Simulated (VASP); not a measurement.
Calculation: optB88-vdW, VASP's PBE PAW potentials (set 64) (plane waves; VASP).

VASP input:

**KPOINTS**
```
Automatic mesh
0
Gamma
6 6 3
0 0 0
```

POSCAR:
```
ZnS
1.0
  1.9193998963  -3.3244980975   0.0000000000
  1.9193998963   3.3244980975   0.0000000000
  0.0000000000   0.0000000000   6.2954731419
Zn S
2 2
Direct
  0.6666670000   0.3333330000   0.5002404297
  0.3333330000   0.6666670000   0.0002404297
  0.6666670000   0.3333330000   0.8747595703
  0.3333330000   0.6666670000   0.3747595703
```

INCAR:
```
# general
SYSTEM   = ZnS
PREC     = Accurate
ENCUT    = 520
LREAL    = .FALSE.
LASPH    = .TRUE.

# electronic loop
EDIFF    = 1E-6
NELM     = 100
ALGO     = Normal
LMAXMIX  = 4

# smearing
ISMEAR   = 0
SIGMA    = 0.05

# functional
GGA      = BO
LUSE_VDW = .TRUE.
AGGAC    = 0.0
PARAM1   = 0.1833333333
PARAM2   = 0.22

# ions
IBRION   = 2
NSW      = 60
ISIF     = 3
EDIFFG   = -0.02

# output
LWAVE    = .FALSE.
LCHARG   = .FALSE.
```

POTCAR, in this order: Zn S (PBE.64 set). Program: vasp_std.

**Question.** Predict the energy per atom (σ→0), band gap (on the k-mesh).

**Answer.** 
The energy per atom (σ→0) is -1.091 eV/atom and the band gap (on the k-mesh) comes out as 2.02 eV.

File OSZICAR:
```
...
DAV:   8    -0.436259540704E+01    0.16198E-01   -0.15722E-01   854   0.513E+00    0.107E+00
DAV:   9    -0.436196169765E+01    0.63371E-03   -0.18993E-02   854   0.286E+00    0.219E-01
DAV:  10    -0.436213590270E+01   -0.17421E-03   -0.21812E-03   742   0.384E-01    0.107E-01
DAV:  11    -0.436218015421E+01   -0.44252E-04   -0.47762E-05   762   0.603E-02    0.672E-02
DAV:  12    -0.436222824160E+01   -0.48087E-04   -0.63097E-05   706   0.723E-02    0.112E-02
DAV:  13    -0.436222665142E+01    0.15902E-05   -0.38213E-06   786   0.314E-02    0.654E-03
DAV:  14    -0.436222675105E+01   -0.99631E-07   -0.39780E-06   736   0.142E-02
   1 F= -.43622268E+01 E0= -.43622268E+01  d E =-.436223E+01
```

The compound is ZnS in the wurtzite structure, the high-temperature form. It was relaxed first. The start is the result of an earlier pass.
